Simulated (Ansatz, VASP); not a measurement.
RbLi3Rh: VASP beside Ansatz

File INCAR:

```
SYSTEM = RbLi3Rh
  ALGO = Normal
  EDIFF = 1E-6
  EDIFFG = -0.01
  ENCUT = 600
  GGA = PE
  IBRION = 2
  ISIF = 3
  ISMEAR = 0
  LASPH = .TRUE.
  LCHARG = .FALSE.
  LREAL = .FALSE.
  LWAVE = .FALSE.
  NELM = 100
  NSW = 100
  PREC = Accurate
  SIGMA = 0.1
```

KPOINTS

```
k-points
0
G
  8 8 8
  0 0 0
```

Contents of POSCAR:

```
RbLi3Rh
1.0
    4.9921690393      0.0000000000      0.0000000000
    0.0000000000      4.9921690393      0.0000000000
    0.0000000000      0.0000000000      4.9921690393
Rb Li Rh
1 3 1
Direct
    0.0000000000      0.0000000000      0.0000000000
    0.0000000000      0.5000000000      0.5000000000
    0.5000000000      0.0000000000      0.5000000000
    0.5000000000      0.5000000000      0.0000000000
    0.5000000000      0.5000000000      0.5000000000
```

Input for Ansatz:

```yaml
crystal:
  lattice:
    - [4.9921690393, 0.0, 0.0]
    - [0.0, 4.9921690393, 0.0]
    - [0.0, 0.0, 4.9921690393]
  atoms:
    - { symbol: Rb, position: [0.0, 0.0, 0.0] }
    - { symbol: Li, position: [0.0, 0.5, 0.5] }
    - { symbol: Li, position: [0.5, 0.0, 0.5] }
    - { symbol: Li, position: [0.5, 0.5, 0.0] }
    - { symbol: Rh, position: [0.5, 0.5, 0.5] }
basis:
  ecutwfc: 420
kpoints:
  mp_grid: { grid: [8, 8, 8] }
hamiltonian:
  xc: pbe
scf:
  occupations: { method: gaussian, width: 0.1 }
output:
  forces: true
  stress: true
  eigenvalues: true
relax:
  adjacent_minimum: "off"
  f_tol: 0.01
  max_steps: 80
  cell: { stress_tol: 0.05 }
```

Change from the starting cell: species swapped into the DyBRh3 type (Pm-3m, No. 221).

Alike in both runs: task relaxation of cell and atoms; functional PBE; k mesh 8 × 8 × 8; occupations gaussian, width 0.1 eV; no spin polarisation.

|  | VASP | Ansatz |
| --- | --- | --- |
| version | VASP 6.6.1 | Ansatz 0.2.0 |
| potentials or method | VASP PAW PBE potentials, release 64 (Rb_sv, Li_sv, Rh_pv) | scalar-relativistic, plane waves, PAW |
| plane-wave cutoff (eV) | 600 | 420 |
| valence electrons in the cell | 33 | 35 |

|  | VASP | Ansatz | Ansatz less VASP |
| --- | --- | --- | --- |
| gap on the k mesh at the Fermi level, each at its own relaxed structure (eV) | none | none | - |
| relaxed volume (Å³/atom) | 24.88 | 24.93 | +0.050 |
| relaxed cell length with the largest relative difference (Å) | 4.992 | 4.996 | +0.0033 |

A gap of «none» marks a metal or a gap that the smearing closes. The two sets of potentials don't hold the same shells in valence.

Caveats: the cutoff is under 1.25 times the usual one of these potentials, so pressure, stress and relaxed cells hold a basis-set (Pulay) error (VASP); the relaxation stopped at its first step, so nothing moved.
